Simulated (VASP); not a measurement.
```yaml
crystal:
  lattice:
    - [1.97796, 1.14197, 6.54738]
    - [-1.97796, 1.14197, 6.54738]
    - [0.00000, -2.28395, 6.54738]
  atoms:
    - { symbol: Zn, position: [0.49895, 0.49895, 0.49895] }
    - { symbol: Hg, position: [0.00341, 0.00341, 0.00341] }
    - { symbol: S, position: [0.13121, 0.13121, 0.13121] }
    - { symbol: S, position: [0.61641, 0.61641, 0.61641] }
```

The numbers are results of PBEsol GGA, VASP's PBE PAW potentials (set 64) (plane waves; VASP), not measurements. Numerical set-up: 400 eV cut-off, 7×7×7 Γ-centred mesh, tetrahedra with Blöchl corrections, potentials Zn Hg S.

The cores are frozen, which limits the accuracy of field gradients.

Task: Give the principal components of the electric field gradient (V/Å²) and the asymmetry η at each nucleus.

Result: 
```csv
atom,Vxx,Vyy,Vzz,η
Zn1,4.2,4.2,-8.4,0.00
Hg2,28.9,28.9,-57.8,0.00
S3,-9.6,-9.6,19.2,0.00
S4,-5.7,-5.7,11.5,0.00
```

The structure comes from a computed database's ZnHgS2 entry (R3m); how it stands against other phases isn't given here. It was relaxed first, which changed the volume by -5 %.
